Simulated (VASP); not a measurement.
Data:

```xyz
2
Lattice="0.0000 1.9339 1.9339 1.9339 0.0000 1.9339 1.9339 1.9339 0.0000" Properties=species:S:1:pos:R:3 pbc="T T T"
Li     0.0000     0.0000     0.0000
H      1.9339     1.9339     1.9339
```

These are PBE GGA with D3 dispersion (Becke-Johnson damping), VASP's PBE PAW potentials (set 64) (plane waves; VASP 6.6.1) values and carry that method's errors. Settings: 520 eV cut-off, Gaussian smearing of 0.050 eV, potentials Li_sv H.

**Question.** What does the run give for the band gap (along the path) with the smallest direct gap where there is one?

**Answer.** 
```yaml
band gap (along the path): 2.89 eV
smallest direct gap (along the path): 2.89 eV
```

The absolute energy has meaning only against runs of the same code, potentials and settings.

The compound is LiH in the rock salt structure. It was relaxed first, which changed the volume by -15 %.
